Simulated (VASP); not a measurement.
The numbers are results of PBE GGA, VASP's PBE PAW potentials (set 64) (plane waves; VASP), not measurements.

A VASP calculation is set up with these files.

KPOINTS:
```
K-points
0
G
 6 6 6
0 0 0
```

File POSCAR:
```
CdTe
1.0
  0.0000000000   3.3064013916   3.3064013916
  3.3064013916   0.0000000000   3.3064013916
  3.3064013916   3.3064013916   0.0000000000
Cd Te
1 1
direct
  0.0000000000   0.0000000000   0.0000000000
  0.2500000000   0.2500000000   0.2500000000
```

**INCAR**
```
# general
SYSTEM  = CdTe
PREC    = Accurate
ENCUT   = 350
LREAL   = .False.
LASPH   = .True.

# electronic loop
EDIFF   = 1E-6
NELM    = 100   # most electronic steps
ALGO    = Normal   # blocked Davidson
LMAXMIX = 4   # l cut-off of mixed one-centre charges

# smearing
ISMEAR  = 0   # Gaussian
SIGMA   = 0.05   # width (eV)

# functional
GGA     = PE   # PBE

# ions
IBRION  = 2
NSW     = 60   # most ionic steps
ISIF    = 3   # ions, shape and volume
EDIFFG  = -0.01

# output
LWAVE   = .False.
LCHARG  = .False.
```

POTCAR, in this order: Cd Te (PBE.64 set). Program: vasp_std.

Question: What will the output report for the number of irreducible k-points (NKPTS), largest plane-wave count, number of space-group operations, FFT grid (NGX, NGY, NGZ)?

Answer: 
- number of irreducible k-points (NKPTS) = 16
- largest plane-wave count = 1090
- number of space-group operations = 24
- FFT grid (NGX, NGY, NGZ) = 30 × 30 × 30

The compound is CdTe in the zinc blende structure. This run relaxes it. Symmetry was kept, so distortions that lower it aren't found. The start is the result of an earlier pass.
